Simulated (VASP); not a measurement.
Computed with r2SCAN meta-GGA, VASP's PBE PAW potentials (set 64) (plane waves; VASP).

A VASP calculation is set up with these files.

**POSCAR**
```
PtAl2
1
    0.0000000000     2.9496638992     2.9496638992
    2.9496638992    -0.0000000000     2.9496638992
    2.9496638992     2.9496638992     0.0000000000
Al Pt
2 1
Direct
  0.2500000000   0.2500000000   0.2500000000
  0.7500000000   0.7500000000   0.7500000000
  0.0000000000   0.0000000000   0.0000000000
```

### INCAR
```
# general
SYSTEM =PtAl2
PREC   =Accurate
ENCUT  =530
LREAL  =F
LASPH  =T

# electronic loop
EDIFF  =1E-7
NELM   =100
ALGO   =Normal
LMAXMIX=6
LMIXTAU=T

# smearing
ISMEAR =1
SIGMA  =0.1

# functional
METAGGA=R2SCAN

# ions
IBRION =6
NSW    =1
ISIF   =3
POTIM  =0.015
NFREE  =2

# output
LWAVE  =F
LCHARG =F
```

**KPOINTS**
```
K-points
0
Gamma
8 8 8
```

POTCAR, in this order: Al Pt (PBE.64 set). Program: vasp_std.

What VASP printed:

### OUTCAR
```
 ion  position               nearest neighbor table
   1  0.250  0.250  0.250-   3 2.55   3 2.55   3 2.55   3 2.55   2 2.95   2 2.95   2 2.95   2 2.95
                             2 2.95   2 2.95
   2  0.750  0.750  0.750-   3 2.55   3 2.55   3 2.55   3 2.55   1 2.95   1 2.95   1 2.95   1 2.95
                             1 2.95   1 2.95
   3  0.000  0.000  0.000-   2 2.55   2 2.55   2 2.55   1 2.55   1 2.55   1 2.55   2 2.55   1 2.55
  LATTYP: Found a face centered cubic cell.
 ALAT       =     5.8993277984
 Subroutine PRICEL returns:
 Original cell was already a primitive cell.
 Subroutine GETGRP returns: Found 48 space group operations
The static configuration has the point symmetry O_h .
The dynamic configuration has the point symmetry O_h .
 Subroutine INISYM returns: Found 48 space group operations
 Subroutine IBZKPT returns following result:
 Found     29 irreducible k-points:

 Following reciprocal coordinates:
            Coordinates               Weight
  0.000000  0.000000  0.000000      1.000000
  0.125000  0.000000  0.000000      8.000000
  0.250000  0.000000  0.000000      8.000000
  0.375000  0.000000  0.000000      8.000000
  0.500000  0.000000  0.000000      4.000000
  0.125000  0.125000  0.000000      6.000000
...
```

File OSZICAR:
```
...
DAV:   7    -0.678871232560E+02   -0.43521E-04   -0.15287E-05  4156   0.393E-02    0.466E-03
DAV:   8    -0.678871426301E+02   -0.19374E-04   -0.95803E-06  3984   0.336E-02    0.114E-03
DAV:   9    -0.678871450502E+02   -0.24201E-05   -0.17877E-06  4084   0.161E-02    0.589E-04
DAV:  10    -0.678871452497E+02   -0.19954E-06   -0.22857E-07  3544   0.564E-03    0.226E-04
DAV:  11    -0.678871453051E+02   -0.55332E-07   -0.21401E-08  2004   0.186E-03
  11 F= -.67887145E+02 E0= -.67887238E+02  d E =0.277384E-03
       N       E                     dE             d eps       ncg     rms          rms(c)
DAV:   1    -0.679025989566E+02   -0.15454E-01   -0.91953E-01  4348   0.734E+00    0.508E-01
DAV:   2    -0.678900196331E+02    0.12579E-01   -0.11335E-02  4284   0.100E+00    0.273E-01
DAV:   3    -0.678863113463E+02    0.37083E-02   -0.98421E-03  4436   0.826E-01    0.714E-02
DAV:   4    -0.678839623624E+02    0.23490E-02   -0.31475E-03  4072   0.482E-01    0.214E-02
DAV:   5    -0.678855279647E+02   -0.15656E-02   -0.34131E-03  4164   0.531E-01    0.141E-02
DAV:   6    -0.678871314041E+02   -0.16034E-02   -0.63800E-04  3976   0.225E-01    0.634E-03
DAV:   7    -0.678871296653E+02    0.17388E-05   -0.16655E-05  4456   0.433E-02    0.310E-03
DAV:   8    -0.678871419646E+02   -0.12299E-04   -0.11477E-05  3920   0.374E-02    0.122E-03
DAV:   9    -0.678871412333E+02    0.73132E-06   -0.30246E-06  3936   0.209E-02    0.530E-04
DAV:  10    -0.678871475205E+02   -0.62872E-05   -0.54220E-07  4048   0.900E-03    0.366E-04
DAV:  11    -0.678871447852E+02    0.27353E-05   -0.81821E-08  2216   0.371E-03    0.390E-05
DAV:  12    -0.678871454680E+02   -0.68283E-06   -0.83691E-09  1956   0.982E-04    0.186E-05
DAV:  13    -0.678871453341E+02    0.13392E-06   -0.77100E-10  1904   0.271E-04    0.929E-06
DAV:  14    -0.678871452875E+02    0.46574E-07   -0.38560E-10  1880   0.204E-04
  12 F= -.67887145E+02 E0= -.67887238E+02  d E =0.277321E-03
       N       E                     dE             d eps       ncg     rms          rms(c)
DAV:   1    -0.679252302615E+02   -0.38085E-01   -0.11297E+00  4248   0.825E+00    0.820E-01
DAV:   2    -0.678930300499E+02    0.32200E-01   -0.26525E-02  4280   0.145E+00    0.405E-01
DAV:   3    -0.678861441722E+02    0.68859E-02   -0.21996E-02  4432   0.117E+00    0.743E-02
DAV:   4    -0.678847942466E+02    0.13499E-02   -0.31442E-03  4072   0.488E-01    0.312E-02
DAV:   5    -0.678865232699E+02   -0.17290E-02   -0.19479E-03  3968   0.401E-01    0.180E-02
DAV:   6    -0.678871029489E+02   -0.57968E-03   -0.17258E-04  3884   0.117E-01    0.734E-03
DAV:   7    -0.678871216215E+02   -0.18673E-04   -0.10747E-05  4228   0.345E-02    0.443E-03
DAV:   8    -0.678871437537E+02   -0.22132E-04   -0.83906E-06  3956   0.315E-02    0.109E-03
DAV:   9    -0.678871450970E+02   -0.13433E-05   -0.15806E-06  4152   0.148E-02    0.568E-04
DAV:  10    -0.678871453088E+02   -0.21181E-06   -0.19074E-07  3336   0.519E-03    0.179E-04
DAV:  11    -0.678871453280E+02   -0.19211E-07   -0.17389E-08  2000   0.166E-03
  13 F= -.67887145E+02 E0= -.67887238E+02  d E =0.277397E-03
       N       E                     dE             d eps       ncg     rms          rms(c)
DAV:   1    -0.679088694654E+02   -0.21724E-01   -0.47744E-01  2668   0.571E+00    0.290E-01
DAV:   2    -0.678999857776E+02    0.88837E-02   -0.46125E-03  2704   0.631E-01    0.184E-01
DAV:   3    -0.678891221791E+02    0.10864E-01   -0.84296E-03  2820   0.764E-01    0.228E-02
DAV:   4    -0.678895306783E+02   -0.40850E-03   -0.13120E-03  2552   0.303E-01    0.162E-02
DAV:   5    -0.678891528853E+02    0.37779E-03   -0.66186E-04  2604   0.232E-01    0.393E-03
DAV:   6    -0.678894730891E+02   -0.32020E-03   -0.50996E-04  2532   0.199E-01    0.261E-03
DAV:   7    -0.678895920868E+02   -0.11900E-03   -0.15757E-04  2488   0.117E-01    0.106E-03
DAV:   8    -0.678895902001E+02    0.18867E-05   -0.13524E-05  2516   0.390E-02    0.423E-04
DAV:   9    -0.678896367889E+02   -0.46589E-04   -0.27428E-06  2648   0.149E-02    0.306E-04
DAV:  10    -0.678896196660E+02    0.17123E-04   -0.36367E-07  2548   0.581E-03    0.101E-04
DAV:  11    -0.678896238653E+02   -0.41993E-05   -0.43245E-08  1472   0.206E-03    0.219E-05
DAV:  12    -0.678896212090E+02    0.26563E-05   -0.19771E-08  1268   0.133E-03    0.161E-05
DAV:  13    -0.678896217484E+02   -0.53938E-06   -0.12122E-09  1228   0.360E-04    0.104E-05
DAV:  14    -0.678896219954E+02   -0.24705E-06   -0.17263E-10  1216   0.141E-04    0.566E-06
DAV:  15    -0.678896217702E+02    0.22528E-06   -0.15863E-10  1208   0.113E-04    0.307E-06
DAV:  16    -0.678896218247E+02   -0.54515E-07   -0.35694E-11  1200   0.566E-05
  14 F= -.67889622E+02 E0= -.67889854E+02  d E =0.696505E-03
       N       E                     dE             d eps       ncg     rms          rms(c)
DAV:   1    -0.678895359052E+02    0.85865E-04   -0.71379E-02  2324   0.202E+00    0.116E-01
DAV:   2    -0.678896078830E+02   -0.71978E-04   -0.15518E-03  2888   0.309E-01    0.620E-02
DAV:   3    -0.678895913086E+02    0.16574E-04   -0.22082E-04  2688   0.117E-01    0.180E-02
DAV:   4    -0.678896095275E+02   -0.18219E-04   -0.40751E-05  2848   0.539E-02    0.855E-03
DAV:   5    -0.678896182280E+02   -0.87005E-05   -0.14489E-05  2572   0.344E-02    0.305E-03
DAV:   6    -0.678896194183E+02   -0.11903E-05   -0.57513E-06  2596   0.213E-02    0.116E-03
DAV:   7    -0.678896214920E+02   -0.20737E-05   -0.21129E-06  2496   0.128E-02    0.553E-04
DAV:   8    -0.678896217791E+02   -0.28714E-06   -0.67703E-08  1864   0.279E-03    0.259E-04
DAV:   9    -0.678896217226E+02    0.56527E-07   -0.19160E-08  1316   0.136E-03
  15 F= -.67889622E+02 E0= -.67889854E+02  d E =0.696495E-03
       N       E                     dE             d eps       ncg     rms          rms(c)
DAV:   1    -0.678853198870E+02    0.43019E-02   -0.12722E+00  1416   0.749E+00    0.797E-02
DAV:   2    -0.678887228175E+02   -0.34029E-02   -0.15416E-02  1740   0.111E+00    0.895E-02
DAV:   3    -0.678889040101E+02   -0.18119E-03   -0.32069E-04  1708   0.161E-01    0.781E-02
DAV:   4    -0.678890994797E+02   -0.19547E-03   -0.84990E-04  1588   0.212E-01    0.265E-02
DAV:   5    -0.678892741374E+02   -0.17466E-03   -0.15743E-04  1488   0.110E-01    0.243E-02
DAV:   6    -0.678892916687E+02   -0.17531E-04   -0.19449E-05  1576   0.379E-02    0.173E-02
DAV:   7    -0.678892935634E+02   -0.18947E-05   -0.28569E-05  1588   0.375E-02    0.152E-03
DAV:   8    -0.678893064413E+02   -0.12878E-04   -0.22220E-06  1532   0.153E-02    0.971E-04
DAV:   9    -0.678893099380E+02   -0.34967E-05   -0.49077E-07  1588   0.786E-03    0.284E-04
DAV:  10    -0.678893162477E+02   -0.63097E-05   -0.39695E-08   892   0.209E-03    0.119E-04
DAV:  11    -0.678893161879E+02    0.59716E-07   -0.13817E-08   804   0.123E-03
  16 F= -.67889316E+02 E0= -.67889552E+02  d E =0.707732E-03
       N       E                     dE             d eps       ncg     rms          rms(c)
DAV:   1    -0.678789196069E+02    0.10397E-01   -0.39550E+00  1416   0.128E+01    0.158E-01
DAV:   2    -0.678891180876E+02   -0.10198E-01   -0.46067E-02  1704   0.188E+00    0.157E-01
DAV:   3    -0.678896059424E+02   -0.48785E-03   -0.12849E-03  1628   0.317E-01    0.117E-01
DAV:   4    -0.678886777025E+02    0.92824E-03   -0.23965E-03  1528   0.386E-01    0.555E-02
DAV:   5    -0.678893236353E+02   -0.64593E-03   -0.56008E-04  1504   0.213E-01    0.290E-02
DAV:   6    -0.678893192516E+02    0.43837E-05   -0.25921E-05  1640   0.416E-02    0.193E-02
DAV:   7    -0.678893106188E+02    0.86328E-05   -0.45603E-05  1560   0.498E-02    0.218E-03
DAV:   8    -0.678893148650E+02   -0.42462E-05   -0.43895E-06  1528   0.222E-02    0.164E-03
DAV:   9    -0.678893161812E+02   -0.13162E-05   -0.40612E-07  1588   0.684E-03    0.130E-03
DAV:  10    -0.678893166378E+02   -0.45659E-06   -0.55143E-07  1540   0.592E-03    0.203E-04
DAV:  11    -0.678893165793E+02    0.58512E-07   -0.52747E-08   820   0.252E-03
  17 F= -.67889317E+02 E0= -.67889552E+02  d E =0.707750E-03
```

### OUTCAR
```
------------------------ aborting loop because EDIFF is reached ----------------------------------------
  FORCE on cell =-STRESS in cart. coord.  units (eV):
  Direction    XX          YY          ZZ          XY          YZ          ZX
  --------------------------------------------------------------------------------------
  Total        0.0285281      0.0314603      0.0314603     -0.0000000     -0.0000000      0.0000000
  in kB        0.8905039      0.9820330      0.9820330     -0.0000000     -0.0000000      0.0000000
  external PRESSURE =       0.9515233 kB  Pullay stress =       0.0000000 kB
  volume of cell :       51.33
      direct lattice vectors                 reciprocal lattice vectors
     0.000000000  2.949663899  2.949663899    -0.169510838  0.169510838  0.169510838
     2.949663899  0.000000000  2.949663899     0.169510838 -0.169510838  0.169510838
     2.949663899  2.949663899  0.000000000     0.169510838  0.169510838 -0.169510838
 POSITION                                       TOTAL-FORCE (eV/Angst)
 -----------------------------------------------------------------------------------
      1.47483      1.47483      1.47483        -0.066252     -0.000000     -0.000000
      4.42450      4.42450      4.42450        -0.066252      0.000000      0.000000
     -0.01500      0.00000      0.00000         0.132503      0.000000      0.000000
 -----------------------------------------------------------------------------------
    total drift:                                0.000019     -0.000001     -0.000001
  FREE ENERGIE OF THE ION-ELECTRON SYSTEM (eV)
  ---------------------------------------------------
  free  energy   TOTEN  =       -67.8893165793 eV

  energy  without entropy=      -67.8900243289  energy(sigma->0) =      -67.88955250

   1 f  =    8.445147 THz    53.062427 2PiTHz  281.699798 cm-1    34.926308 meV
             X         Y         Z           dx          dy          dz
      1.474832  1.474832  1.474832    -0.404700    0.579362    0.023614
      4.424496  4.424496  4.424496     0.404700   -0.579362   -0.023614
      0.000000  0.000000  0.000000    -0.000000   -0.000000    0.000000

   2 f  =    8.445147 THz    53.062427 2PiTHz  281.699798 cm-1    34.926308 meV
             X         Y         Z           dx          dy          dz
      1.474832  1.474832  1.474832    -0.081362   -0.028228   -0.701843
      4.424496  4.424496  4.424496     0.081362    0.028228    0.701843
      0.000000  0.000000  0.000000     0.000000    0.000000    0.000000

   3 f  =    8.445147 THz    53.062427 2PiTHz  281.699798 cm-1    34.926308 meV
             X         Y         Z           dx          dy          dz
      1.474832  1.474832  1.474832     0.574107    0.404404   -0.082819
      4.424496  4.424496  4.424496    -0.574107   -0.404404    0.082819
      0.000000  0.000000  0.000000    -0.000000   -0.000000    0.000000

   4 f  =    7.148837 THz    44.917466 2PiTHz  238.459527 cm-1    29.565200 meV
             X         Y         Z           dx          dy          dz
      1.474832  1.474832  1.474832     0.625834   -0.000000   -0.000000
      4.424496  4.424496  4.424496     0.625834   -0.000000    0.000000
      0.000000  0.000000  0.000000    -0.465472    0.000000    0.000000

   5 f  =    7.148837 THz    44.917466 2PiTHz  238.459527 cm-1    29.565200 meV
             X         Y         Z           dx          dy          dz
      1.474832  1.474832  1.474832     0.000000    0.625834   -0.000000
      4.424496  4.424496  4.424496     0.000000    0.625834    0.000000
      0.000000  0.000000  0.000000    -0.000000   -0.465472    0.000000

   6 f  =    7.148837 THz    44.917466 2PiTHz  238.459527 cm-1    29.565200 meV
             X         Y         Z           dx          dy          dz
      1.474832  1.474832  1.474832     0.000000    0.000000    0.625834
      4.424496  4.424496  4.424496     0.000000    0.000000    0.625834
      0.000000  0.000000  0.000000     0.000000    0.000000   -0.465472

   7 f/i=    0.000122 THz     0.000767 2PiTHz    0.004073 cm-1     0.000505 meV
             X         Y         Z           dx          dy          dz
      1.474832  1.474832  1.474832    -0.316521   -0.090257   -0.000000
      4.424496  4.424496  4.424496    -0.316521   -0.090257   -0.000000
      0.000000  0.000000  0.000000    -0.851135   -0.242705    0.000000

   8 f/i=    0.000122 THz     0.000767 2PiTHz    0.004073 cm-1     0.000505 meV
             X         Y         Z           dx          dy          dz
      1.474832  1.474832  1.474832     0.090257   -0.316521   -0.000000
      4.424496  4.424496  4.424496     0.090257   -0.316521   -0.000000
      0.000000  0.000000  0.000000     0.242705   -0.851135    0.000000

   9 f/i=    0.000122 THz     0.000767 2PiTHz    0.004073 cm-1     0.000505 meV
             X         Y         Z           dx          dy          dz
      1.474832  1.474832  1.474832     0.000000    0.000000   -0.329138
      4.424496  4.424496  4.424496     0.000000    0.000000   -0.329138
      0.000000  0.000000  0.000000     0.000000    0.000000   -0.885063

 ELASTIC MODULI CONTR FROM IONIC RELAXATION (kBar)
 Direction    XX          YY          ZZ          XY          YZ          ZX
 --------------------------------------------------------------------------------
 XX          -0.0000     -0.0000     -0.0000     -0.0000      0.0000     -0.0000
 YY          -0.0000     -0.0000     -0.0000     -0.0000      0.0000      0.0000
 ZZ          -0.0000     -0.0000     -0.0000      0.0000      0.0000     -0.0000
 XY          -0.0000     -0.0000      0.0000   -625.4349      0.0000     -0.0000
 YZ           0.0000      0.0000      0.0000      0.0000   -625.4349     -0.0000
 ZX          -0.0000      0.0000     -0.0000     -0.0000     -0.0000   -625.4349
 --------------------------------------------------------------------------------

 TOTAL ELASTIC MODULI (kBar)
 Direction    XX          YY          ZZ          XY          YZ          ZX
 --------------------------------------------------------------------------------
 XX        1736.3190   1284.3300   1284.3300     -0.0000      0.0000      0.0000
 YY        1284.3300   1736.3190   1284.3300     -0.0000     -0.0000      0.0000
 ZZ        1284.3300   1284.3300   1736.3190     -0.0000     -0.0000     -0.0000
 XY          -0.0000     -0.0000     -0.0000    246.4495      0.0000     -0.0000
 YZ           0.0000     -0.0000     -0.0000      0.0000    246.4495     -0.0000
 ZX           0.0000      0.0000     -0.0000     -0.0000     -0.0000    246.4495
 --------------------------------------------------------------------------------
```
(Selected blocks of OUTCAR.)

Finite-difference elastic constants of metals are sensitive to mesh and smearing; shear constants can be off by tens of GPa.

The compound is PtAl2 in the fluorite structure. It was relaxed first.
